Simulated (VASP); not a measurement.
# How k-mesh and SCF threshold change a VASP run on BN, part 3 of 3

Aim: find how far the k-mesh and SCF threshold must be pushed for BN, and what that costs. The series runs use LDA. The start is a cell from a database of measured crystal structures.

VASP 6.6.1; LDA; plane waves and PAW (B, N).

So far. Step 12 (SCF threshold: EDIFF = 0.001): Against the run before the energy moves by -0.01 meV an atom and the pressure by +0.08 GPa, after 10 cycles in 2.4 s. Step 13 (SCF threshold: EDIFF = 1E-04): Against the run before the energy stays within 0.01 meV an atom; the pressure moves by +0.03 GPa, after 10 cycles in 2.4 s.

The database entry behind the starting cell differs from later determinations by our own check (about 0.3 % short, minor phase), so it need not match the best structure at ambient conditions.

## (14) SCF threshold: EDIFF = 1E-05 (continued)

From OUTCAR (step 14):

```text
  Total       -0.6078672     -0.6078672     -0.1576342     -0.0000000      0.0000000      0.0000000
  in kB      -27.1539855    -27.1539855     -7.0416636     -0.0000000      0.0000000      0.0000000
  external PRESSURE =     -20.4498782 kB  Pullay stress =       0.0000000 kB

 POSITION                                       TOTAL-FORCE (eV/Angst)
 -----------------------------------------------------------------------------------
     -0.00000      1.44236      1.65892        -0.000000     -0.000000      0.000000
      1.24912      0.72118      4.97677        -0.000000      0.000000      0.000000
     -0.00000      1.44236      4.97677         0.000000     -0.000000      0.000000
      1.24912      0.72118      1.65892        -0.000000      0.000000      0.000000
 -----------------------------------------------------------------------------------
    total drift:                                0.000000     -0.000000      0.000000

  FREE ENERGIE OF THE ION-ELECTRON SYSTEM (eV)
  ---------------------------------------------------
  free  energy   TOTEN  =       -38.3400375523 eV

  energy  without entropy=      -38.3400375523  energy(sigma->0) =      -38.34003755

[... 2 parts as in an earlier step ...]

[... 1 further part left out ...]
[key lines of the parts left out:]
E-fermi :   3.1504
```

Against the run before the energy stays within 0.01 meV an atom; the pressure moves by +0.07 GPa, after 12 cycles in 2.8 s.

## (15) SCF threshold: EDIFF = 1E-06

Contents of INCAR:

```
SYSTEM = BN
PREC = Accurate
ENCUT = 520
EDIFF = 1E-06
NELM = 100
ISMEAR = -1
SIGMA = 0.05
LREAL = .FALSE.
ALGO = Normal
GGA = CA
NBANDS = 14
LORBIT = 11
LWAVE = .FALSE.
LCHARG = .FALSE.
KPAR = 4
ISIF = 2
```

Contents of POSCAR:

```
BN
1.0
    2.4982400000      0.0000000000      0.0000000000
   -1.2491200000      2.1635393048      0.0000000000
    0.0000000000      0.0000000000      6.6357000000
B N
2 2
Direct
    0.3333333333      0.6666666667      0.2500000000
    0.6666666667      0.3333333333      0.7500000000
    0.3333333333      0.6666666667      0.7500000000
    0.6666666667      0.3333333333      0.2500000000
```

Contents of KPOINTS:

```
Automatic mesh
0
Gamma
9 9 3
0 0 0
```

PAW data sets: B and N (PBE family, release 64).

Command:

```sh
mpirun -np 4 vasp_std
```

Output:

```text
[... set-up lines as in an earlier step ...]
 entering main loop
       N       E                     dE             d eps       ncg     rms          rms(c)
[... 12 cycles as in an earlier step ...]
   1 F= -.38340038E+02 E0= -.38340038E+02  d E =-.137973E-10
```

The job ended after 2.8 s (4 MPI ranks of Intel Xeon Platinum 8488C (Sapphire Rapids), shared host; peak memory 0.49 GiB).

OUTCAR, selected parts (step 15):

```text
[... 6 parts as in an earlier step ...]

[... 1 further part left out ...]
[key lines of the parts left out:]
E-fermi :   3.1504
```

Against the run before the energy stays within 0.01 meV an atom; the pressure moves by -0.01 GPa, after 12 cycles in 2.8 s.

## (16) SCF threshold: EDIFF = 1E-08

INCAR, as its differences from that of step 15:

```diff
@@ -3,3 +3,3 @@
 ENCUT = 520
-EDIFF = 1E-06
+EDIFF = 1E-08
 NELM = 100
```

POSCAR is that of step 15.

KPOINTS is that of step 15.

Command:

```sh
mpirun -np 4 vasp_std
```

Output:

```text
[... set-up lines as in an earlier step ...]
 entering main loop
       N       E                     dE             d eps       ncg     rms          rms(c)
[... 11 cycles as in an earlier step ...]
DAV:  12    -0.383400376042E+02   -0.23707E-06   -0.64942E-06   804   0.193E-02    0.139E-03
DAV:  13    -0.383400375811E+02    0.23168E-07   -0.39377E-07   840   0.505E-03    0.371E-04
DAV:  14    -0.383400375852E+02   -0.41339E-08   -0.70789E-09   618   0.667E-04
   1 F= -.38340038E+02 E0= -.38340038E+02  d E =-.137888E-10
```

Wall time 3 s (4 MPI ranks); peak memory 0.49 GiB.

From OUTCAR (step 16):

```text
  Total       -0.6108120     -0.6108120     -0.1553158      0.0000000     -0.0000000      0.0000000
  in kB      -27.2855322    -27.2855322     -6.9381009      0.0000000     -0.0000000      0.0000000
  external PRESSURE =     -20.5030551 kB  Pullay stress =       0.0000000 kB

  FREE ENERGIE OF THE ION-ELECTRON SYSTEM (eV)
  ---------------------------------------------------
  free  energy   TOTEN  =       -38.3400375852 eV

  energy  without entropy=      -38.3400375852  energy(sigma->0) =      -38.34003759

[... 3 parts as in an earlier step ...]

[... 1 further part left out ...]
[key lines of the parts left out:]
E-fermi :   3.1502
```

Against the run before the energy stays within 0.01 meV an atom and the pressure within 0.01 GPa, after 14 cycles in 3 s.

## (17) The SCF threshold series as a table

This step: convergence of LDA results with the threshold; plane waves and PAW (VASP 6.6.1).

Derived from the runs above.

Differences are taken from the run with EDIFF = 1E-08. Results of the series, by row:

| setting | status | energy less the reference (meV/atom) | pressure (GPa) | gap (eV) | SCF cycles | wall time (s) |
| --- | --- | --- | --- | --- | --- | --- |
| EDIFF = 0.01 | converged | 0.01725 | -2.232 | 4.241 | 9 | 2.4 |
| EDIFF = 0.001 | converged | 0.004045 | -2.149 | 4.243 | 10 | 2.4 |
| EDIFF = 1E-04 | converged | 0.003237 | -2.12 | 4.243 | 10 | 2.4 |
| EDIFF = 1E-05 | converged | 1.00e-5 | -2.045 | 4.244 | 12 | 2.8 |
| EDIFF = 1E-06 | converged | -2.50e-6 | -2.054 | 4.244 | 12 | 2.8 |
| EDIFF = 1E-08 | converged | 0 | -2.05 | 4.244 | 14 | 3 |

## (18) Outcome

| Item | Value |
| --- | --- |
| k-mesh from which the energy stays within 10 meV/atom of the reference | 4 4 2 |
| k-mesh from which the energy stays within 1 meV/atom of the reference | 7 7 3 |
| k-mesh from which the pressure stays within 0.2 GPa of the reference | 4 4 2 |
| spread of the pressure over the k-mesh | 0.667 GPa |
| spread of the energy over the k-mesh | 72.5 meV/atom |
| SCF threshold from which the energy stays within 10 meV/atom of the reference | EDIFF = 0.01 |
| SCF threshold from which the energy stays within 1 meV/atom of the reference | EDIFF = 0.01 |
| SCF threshold from which the pressure stays within 0.2 GPa of the reference | EDIFF = 0.01 |
| spread of the pressure over the SCF threshold | 0.187 GPa |
| spread of the energy over the SCF threshold | 0.0173 meV/atom |

In words: From 7 7 3 on, the energy stays within 1 meV an atom of the reference, at 20 % of its time. The pressure holds within 0.2 GPa from 4 4 2 on. From EDIFF = 0.01 on, the energy stays within 1 meV an atom of the reference, at 80 % of its time. The pressure holds within 0.2 GPa from EDIFF = 0.01 on. The loosest stop saves 5 of 14 cycles and costs +0.0 meV an atom, -0.18 GPa. Differences are taken from the run with 19 19 6, which is itself not the exact limit. Forces vanish by symmetry in this cell, so the series can't test them. The run at 3 3 1 is over 30 meV an atom or 2 GPa off and describes the material poorly.

[Lines on the potential files, build, host, timing and source positions are cut from VASP's logs without a mark.]

[Logs are printed without paths, hosts, clocks, repeated set-up lines and the standing remarks that a program may print on its own settings, such as how far it seeks lower states.]

[Hosts, paths, dates, database ids (printed as entryN), source tags and the programs' standing remarks are cut or masked in the printed files.]

[A measured line is paired with the nearest computed mode of its activity, which favours agreement.]
